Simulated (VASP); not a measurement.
Here is the system:

```
CELL_PARAMETERS angstrom
      0.00000     2.94781     2.94781
      2.94781     0.00000     2.94781
      2.94781     2.94781     0.00000
ATOMIC_POSITIONS crystal
  In 0.00000 0.00000 0.00000
  P  0.25000 0.25000 0.25000
```

Calculation: vdW-DF-cx, VASP's PBE PAW potentials (set 64) (plane waves; VASP). Settings: 520 eV cut-off, Gaussian smearing of 0.050 eV, potentials In_d P.

Unless said otherwise, spin-orbit coupling is left out, though it shifts the bands of the heavy elements here.

**Question.** Estimate the band gap (along the path) with the smallest direct gap where there is one.

**Answer.** 
```
Quantity                                Value
------------------------------------  -------
band gap (along the path)             0.54 eV
smallest direct gap (along the path)  0.54 eV
```

The compound is InP in the zinc blende structure. It was relaxed first.
